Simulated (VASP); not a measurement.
TiO$_{2}$ (rutile): the mBJ gap over mesh and path against the volume, with shape and ions relaxed at each volume; PBEsol's own equilibrium is at 10.358 Å³/atom. VASP (PAW), 520 eV cut-off, 6×6×8 Γ-centred mesh, Gaussian smearing of 0.050 eV, potentials Ti_sv O. mBJ is a potential without an energy functional, so only the levels count. Fit the value as a straight line in ln V.

| V (Å³/atom) | mBJ gap over mesh and path (eV) |
|---|---|
| 9.425 | 2.924 |
| 9.736 | 2.846 |
| 10.047 | 2.782 |
| 10.358 | 2.728 |
| 10.668 | 2.688 |
| 10.979 | 2.664 |

### Question
Fit the rows as the text says and predict the value at 9.115.

### Answer
The slope against ln V is -1.72 eV, the volume deformation potential of this gap. The line misses the rows by up to 0.020 and gives 2.963 at 9.115. The run gave 2.998, +0.035 from the line.

Left out are failed runs and those whose mesh is unfit for this quantity.

The compound is TiO2 in the rutile structure.
